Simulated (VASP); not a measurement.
Here is the system:

```xyz
4
Lattice="0.0000 3.2775 3.2775 3.2775 0.0000 3.2775 3.2775 3.2775 0.0000" Properties=species:S:1:pos:R:3 pbc="T T T"
Ga     1.6387     1.6387     1.6387
Ga     4.9162     4.9162     4.9162
Ga     3.2775     3.2775     3.2775
Ag     0.0000     0.0000     0.0000
```

Level of theory: PBEsol GGA, VASP's PBE PAW potentials (set 64) (plane waves; VASP). Run with 400 eV cut-off, Gaussian smearing of 0.050 eV, potentials Ga_d Ag.

Problem. Estimate the band gap (along the path) with the smallest direct gap where there is one.

Solution. 
The band gap (along the path) comes out as none (metal, semimetal or under 0.01 eV).

Only differences to runs with the same potentials and settings are physical.

The structure comes from a computed database's Ga3Ag entry (Fm-3m); how it stands against other phases isn't given here. It was relaxed first, which changed the volume by -7 %.
